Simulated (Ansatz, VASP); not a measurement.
# Y2S2N (Y2NS2 MXene monolayer): VASP beside Ansatz

Wanted: the spread between two codes on one cell, functional and k mesh. The structure shown is the start of the Ansatz relaxation below; VASP solves that cell, so the two are compared at the walk's first step.

Program: Ansatz 0.2.0. Level of theory: plane waves, with VASP 6.6.1 beside it; single point at r2SCAN with D4. Results are calculated unless marked as measured.

## 1. Starting point

The cell holds 5 atoms: 2 S, 2 Y and 1 N. Cell: a = 3.406 Å, b = 3.406 Å, c = 44.161 Å, α = 90.0°, β = 90.0°, γ = 120.0°. Vacuum lies along c.

## 2. Ansatz: relaxation, r2SCAN with D4

Ansatz runs on its default PAW (the set named soft_2) files.

The two programs are compared at the cell with which this relaxation starts, whose forces are those of its first step.

input.yaml

```yaml
crystal:
  lattice:
    - [3.40626, 0.0, 0.0]
    - [-1.70313, 2.9499076919, 0.0]
    - [0.0, 0.0, 44.1610554266]
  atoms:
    - { symbol: S, position: [0.3333333333, 0.6666666667, 0.4257144631] }
    - { symbol: "Y", position: [0.6666666667, 0.3333333333, 0.4695655044], spin: 1.0 }
    - { symbol: "N", position: [0.0, 0.0, 0.5] }
    - { symbol: "Y", position: [0.3333333333, 0.6666666667, 0.5304344956], spin: 1.0 }
    - { symbol: S, position: [0.6666666667, 0.3333333333, 0.5742855369] }
  periodic: [true, true, false]
magnetization:
  spin_polarized: true
kpoints:
  mp_grid: { grid: [12, 12, 1] }
hamiltonian:
  xc: r2scan
  dispersion: d4
scf:
  occupations: { method: fermi_dirac, width: 0.05 }
  convergence: { dr2_threshold: 1.0e-09 }
relax:
  f_tol: 0.004
  max_steps: 90
  cell: {}
output:
  write_potential: true
  write_density: true
  volumetric_format: npy
```

The run is started by

```
ansatz run input.yaml --threads 4 --pin off --max-ram 12288MiB --backend cpu --events-out ev --progress --plain --runs-dir out
```

Numbers of over 12 decimals in the logs are rounded to 6 here.

The log of the run:

```text
Warning: relax.cell: scf.convergence.dr2_threshold = 1e-9 eV is looser than the 1.82303070341e-10 eV advised for a relaxation that steers and ends on the stress (1e-10 eV for each atom of the cell: 5, times the square of relax.cell.stress_2d_tol = 0.05 N/m over 16.6 Å (the atoms' height at the walk's start and 5 Å past either face), 3.019e-2 GPa, over a crystal's default 0.05). What an SCF threshold leaves in a stress goes as its square root, and in the free energy as the threshold itself, and one threshold admits the most on a small cell: [figures from the program's tests cut] Set scf.convergence.dr2_threshold to 1.82303070341e-10 eV or tighter. [rest of the remark cut]
Engine: ansatz 0.2.0, aarch64-unknown-linux-gnu
Pseudopotentials: kind: paw
Pseudopotential: S, paw, valence charge 6, recommended cutoff 500 eV (meta_gga), S.paw.azcp
Pseudopotential: Y, paw, valence charge 11, recommended cutoff 500 eV (meta_gga), Y.paw.azcp
Pseudopotential: N, paw, valence charge 5, recommended cutoff 500 eV (meta_gga), N.paw.azcp
Functional definition: r2SCAN
  parameter k0 = 0.174
  parameter k1 = 0.065
  parameter a1 = 4.9479
  exchange = r2scan_x(k0 = k0, k1 = k1, a1 = a1)
  correlation = r2scan_c
Crystal: 5 atoms, lattice volume = 443.737 Å³
Basis set: ecut = 500 eV, 11333 PW (Γ), exchange–correlation on 100×100×1296 points (64 copies of the dense FFT grid, shifted against one another)
Bands: 26, of which v1, the nominal top of the filled ones, is band 20 counted from 1 (19 counted from 0)
Symmetry: 12 space group operations
Space group: P-3m1 (ITA 164), of the structure as read, at distance tolerance 7.6e-5 Å
Magnetic group: BNS 164.85 (UNI 1315), of the structure as read, at distance tolerance 7.6e-5 Å
k-points: 19 of 144
Non-local potential: S, projectors of the file, l = 0: 2, l = 1: 2, l = 2: 2
Non-local potential: Y, projectors of the file, l = 0: 3, l = 1: 2, l = 2: 2, l = 3: 1
Non-local potential: N, projectors of the file, l = 0: 2, l = 1: 2, l = 2: 1
PAW form: soft (Blöchl's): semilocal exchange-correlation on the pseudo side does not see the compensation charge
PAW frozen core: S, regenerated for the run's functional (the file was generated under x = pbe(κ = 0.804, μ = 0.219515), c = pbe(β = 0.066725))
PAW frozen core: Y, regenerated for the run's functional (the file was generated under x = pbe(κ = 0.804, μ = 0.219515), c = pbe(β = 0.066725))
PAW frozen core: N, regenerated for the run's functional (the file was generated under x = pbe(κ = 0.804, μ = 0.219515), c = pbe(β = 0.066725))
PAW one-centre angular grid: S, 302 points (default); XC on 160 Gauss nodes
PAW one-centre angular grid: Y, 590 points (default); XC on 160 Gauss nodes
PAW one-centre angular grid: N, 302 points (default); XC on 160 Gauss nodes
Initial density: superposition of atomic densities (neutral atoms: chi_scale 0, normalization atom)
Starting moments: Σ|m| = 2 μB on 2 of 5 sites
Initial wavefunctions: pseudopotential atomic-orbital guess
Functional: x = r2scan, c = r2scan; τ floored in thin density (d = 2e-4 eV/Å³)
SCF iter   1: F=—  HF=-9925.209218 eV  |F-HF|=—  |Δ(HF+E_count)|=         —  Δρ=2.22e-2 (↑2.17e-2 ↓2.22e-2)  dr2=1.31e1  dr2_τ=2.58e-1  dr2_m=1.52e-1  M=0.391 μB ∫|m|=0.604 μB  β_m=0.37  ethr=3.10e-3  ⟨swp⟩=12.6  Hψ=7533  notcnv=0
Mixer restart at iter 1: flushing history
preconditioner: auto → LDOS  [metal: Δε(μ)=0.049 eV  Ē_g=8.539 eV  σ=0.050 eV  W_gap=0.24  n_scr=24 (ndim 8)  ℏωp=8.1 eV  f_vac=0.759  D(μ)=2.97/eV (n_scr^D=14)]
spin=Collinear: LDOS preconditioning applied to the charge; magnetization (m = ρ↑ − ρ↓) channel mixes plain (no charge-response kernel on spin).
SCF iter   2: F=—  HF=-9922.974409 eV  |F-HF|=—  |Δ(HF+E_count)|=    2.23e0  Δρ=8.86e-3 (↑8.86e-3 ↓8.44e-3)  dr2=1.50e0  dr2_τ=5.52e-2  dr2_m=7.32e-2  M=0.244 μB ∫|m|=0.498 μB  β_m=0.36  ethr=3.10e-3  ⟨swp⟩=4.6  Hψ=2595  notcnv=0  defer=45  κ⁻¹=1.0e0(r=1)
SCF iter   3: F=—  HF=-9923.015515 eV  |F-HF|=—  |Δ(HF+E_count)|=   4.11e-2  Δρ=5.93e-3 (↑5.93e-3 ↓5.12e-3)  dr2=3.78e-1  dr2_τ=3.38e-3  dr2_m=2.58e-2  M=0.142 μB ∫|m|=0.368 μB  β_m=0.36  ethr=3.10e-3  ⟨swp⟩=3.3  Hψ=2154  notcnv=0  defer=45  κ⁻¹=3.2e-2(r=2)
SCF iter   4: F=—  HF=-9923.128495 eV  |F-HF|=—  |Δ(HF+E_count)|=   1.13e-1  Δρ=3.59e-3 (↑3.59e-3 ↓3.07e-3)  dr2=1.74e-1  dr2_τ=1.01e-3  dr2_m=8.96e-3  M=0.098 μB ∫|m|=0.278 μB  β_m=0.30  ethr=9.70e-4  ⟨swp⟩=2.8  Hψ=1674  notcnv=0  defer=45  κ⁻¹=4.6e-3(r=3)
[...]
SCF iter   4: F=—  HF=-9924.049620 eV  |F-HF|=—  |Δ(HF+E_count)|=   1.89e-5  Δρ=2.19e-6 (↑2.19e-6 ↓2.19e-6)  dr2=5.10e-8  dr2_τ=3.23e-9  dr2_m=1.18e-14  M=0.000 μB ∫|m|=0.000 μB  β_m=1.00  ethr=3.69e-9  ⟨swp⟩=3.0  Hψ=2020  notcnv=0  κ⁻¹=1.0e-3(r=3)
SCF iter   5: F=—  HF=-9924.049620 eV  |F-HF|=—  |Δ(HF+E_count)|=   2.18e-8  Δρ=9.69e-7 (↑9.69e-7 ↓9.67e-7)  dr2=1.58e-8  dr2_τ=3.16e-10  dr2_m=1.42e-14  M=0.000 μB ∫|m|=0.000 μB  β_m=0.79  ethr=1.31e-10  ⟨swp⟩=3.1  Hψ=2143  notcnv=0  κ⁻¹=2.6e-4(r=4)
SCF iter   6: F=—  HF=-9924.049620 eV  |F-HF|=—  |Δ(HF+E_count)|=   2.29e-9  Δρ=3.08e-7 (↑3.06e-7 ↓3.08e-7)  dr2=3.25e-9  dr2_τ=3.36e-11  dr2_m=3.83e-14  M=0.000 μB ∫|m|=0.000 μB  β_m=0.30  ethr=4.06e-11  ⟨swp⟩=2.7  Hψ=1865  notcnv=0  κ⁻¹=1.2e-5(r=5)
SCF iter   7: F=-9924.049620 eV  HF=-9924.049620 eV  |F-HF|=4.03e-9  |Δ(HF+E_count)|=   1.68e-8  Δρ=1.79e-7 (↑1.79e-7 ↓1.77e-7)  dr2=5.66e-10  dr2_τ=2.31e-11  dr2_m=6.22e-14  M=0.000 μB ∫|m|=0.000 μB  ethr=2.56e-12  ⟨swp⟩=11.4  Hψ=8044  notcnv=0
the starting moments were not kept: the SCF closed with an absolute magnetisation of 1.4e-7 μB, where they sum to 2 μB in size (2 sites). That is at most 0.1 of that sum. Measured as dr2_m measures the in/out step, that magnetisation stands 1.1e-15 eV from none, at or under the dr2_threshold of 1.0e-9 eV: it is no larger than a step whose dr2_m would equal this threshold.
SCF 8 converged in 7 iterations: F = -9924.049620 eV  dr2 = 5.66e-10
relax step   8: F+E_penalty+E_count = -9924.04962049 eV  Δ(F+E_penalty+E_count) = -6.374e-3 eV  max|allowed force component| = 3.777e-4 eV/Å  Δτ_max = 0.0000 Å  P = +0.039 N/m  Ω = 527.794 Å³  fix = [c, alpha, beta]  reactions: c +0.000 N/m  stress off target by 3.93e-2 N/m on what of the cell is left free  SCF on the basis re-selected at this cell (its energy is not comparable with the rows above)  (7 SCF iters)
basis re-selected at this cell: Δ(F+E_penalty+E_count) = -6.374e-3 eV, ΔP = +0.039 N/m vs the last step (what re-selecting the basis moved, of the pressure what is left beyond the Pulay correction that the steps carried, after the strain that the cell walked since its last selection, with what the two solves' SCF thresholds leave and, on support functions, any second-order correction that the steps lacked; it is no measure of the basis error at this ecutwfc). The dense FFT grid was sized anew with the basis: this SCF ran on 30×30×324 points, the steps before it on 25×25×324, so part of this shift can come from that change (see relax.cell in the input reference). [rest of the remark cut]
WARN: The output density's exchange-correlation potential varies sharply where the density is thin. Do not read a vacuum level from v_tot or v_xc, or from such a field of the output density. On a cell that repeats whose density bears no net charge and no dipole along the vacuum's axis use v_es (v_loc + v_h of the components); under efield.dipole_correction with no amplitude use v_es + v_field, which holds any externa [...]
SCF converged after 7 iterations
Stability not checked: this state was not tested for a lower state beside it, because the mixer in use, unlike msr1, does not test its closes by its own steps (another_mixer; see scf.mixing.algorithm and scf.lower_state_search)
Magnetization: 0.0000 μB (19.5000 up, 19.5000 down)
Absolute magnetization: 0.0000 μB (∫|ρ↑−ρ↓|, with the PAW one-centre terms)
Spin contamination: 0.0000 ħ² per cell (⟨S²⟩ above its minimum at these occupations)
Per-site moments (μB) at R_I (Å): [(-6.4550031534169755e-9, 1.087821), (5.762516102711133e-9, 1.054344), (4.696888144855998e-9, 1.054344), (5.762516140735687e-9, 1.054344), (-6.4550031615657765e-9, 1.087821)]
Free energy (F): -9924.049620 eV
Harris-Foulkes:  -9924.049620 eV  (|F-HF|=4.03e-9)
Internal energy: -9924.023054 eV  (E = F + TS)
E sigma→0 (E₀):  -9924.036337 eV
Entropy (-TS):   -0.026566 eV (-5.313 meV/atom)
Fermi energy:    -7.524893 eV
--- Per-component energies (eV) ---
  E_band       = -811.257379
  E_kinetic    = 952.985289
  E_local      = -102112.160429  (includes V_loc(G=0)·N_el)
  E_nonlocal   = 200.292170
  E_hartree    = 50478.788063
  E_xc         = -581.327868
  E_vxc        = -720.926710  (∫ρ·V_xc dr)
  E_paw        = -7030.103920  (= ΣΔE_a)
  E_vpaw       = -127.560977  (= ΣTr[D̂ρ^β])
  E_aug_tail   = 0.000025  (compensation charges beyond the density's cutoff)
  E_vtau       = 38.535201  (kinetic-family band-sum trace: ∫τ·v_τ [+ j·A + Jᵃ·Aᵃ] dr)
  E_ewald      = 48168.446037
  E_disp       = -0.385416  (pairwise vdW)
  E_core_change = -0.557005  (= ΣΔE_core)
  E_smearing   = -0.026566  (= −TS)
  E_closure    = 0.000000  (closes the sum)
  Σ components = -9924.049620   (vs F -9924.049620, Δ=0.00e0)
--- Forces (eV/Å), atoms counted from 1 ---
  atom   1  S      0.00000000     0.00000000     0.00011833
  atom   2  Y     -0.00000000    -0.00000000    -0.00037775
  atom   3  N      0.00000000     0.00000000     0.00000000
  atom   4  Y      0.00000000     0.00000000     0.00037775
  atom   5  S      0.00000000    -0.00000000    -0.00011833
  max |Σ_I F_I| component: 5.78e-19 eV/Å
--- 2D stress c σ (N/m, compression-positive) ---
        0.039326       0.000000      -0.000000
       -0.000000       0.039326      -0.000000
       -0.000000      -0.000000       0.000000
  P = ½ c Tr σ = 0.0393 N/m
--- Band table (eV; the first three rows and the last of 38) ---
  k-point 0 ↑: bands = [... 16 lower, -7.8183, -7.4723, -7.0175, -7.0175, -3.5647, -3.5647, -3.1994, -2.4783, ... 2 higher]
  k-point 1 ↑: bands = [... 16 lower, -7.8294, -7.3618, -7.2319, -7.1211, -3.7182, -3.3995, -3.1708, -2.3090, ... 2 higher]
  k-point 2 ↑: bands = [... 16 lower, -8.1074, -7.8700, -7.3406, -7.2186, -4.1333, -2.9949, -2.9942, -2.1826, ... 2 higher]
  k-point 18 ↓: bands = [... 16 lower, -8.4458, -8.4458, -8.2967, -8.2967, -3.0571, -3.0571, -2.5078, -1.0594, ... 2 higher]
  the weakly bound empty levels are not read free of the cell's end (no_gap_told)
--- Relaxed structure (7 steps of the walk, 7 accepted, 1 SCFs on fresh bases) ---
  F+E_penalty+E_count = -9924.04962049 eV   max|allowed force component| = 3.777e-4 eV/Å   (the final SCF, on the basis selected at the relaxed cell)
  cell:  # Å, volume = 527.7939 Å³
    - [3.714900, 0, 0]
    - [-1.857450, 3.217198, 0]
    - [0, 0, 44.1610554266]
  atoms:
    - { symbol: S, position: [0.333333, 0.666667, 0.433772] }
    - { symbol: Y, position: [0.666667, 0.333333, 0.468518] }
    - { symbol: N, position: [0, 0, 0.5] }
    - { symbol: Y, position: [0.333333, 0.666667, 0.531482] }
    - { symbol: S, position: [0.666667, 0.333333, 0.566228] }
```

The column dr2 measures how far the density is from self-consistency, as an energy; F and HF (Harris–Foulkes) agree once it is small.

(Continued in part 2 of 2.)

[Lines on the potential files, build, host, timing and source positions are cut from VASP's logs without a mark.]

[Logs are printed without paths, hosts, clocks, repeated set-up lines and the standing remarks that a program may print on its own settings, such as how far it seeks lower states.]

[Hosts, paths, dates, database ids (printed as entryN), source tags and the programs' standing remarks are cut or masked in the printed files.]
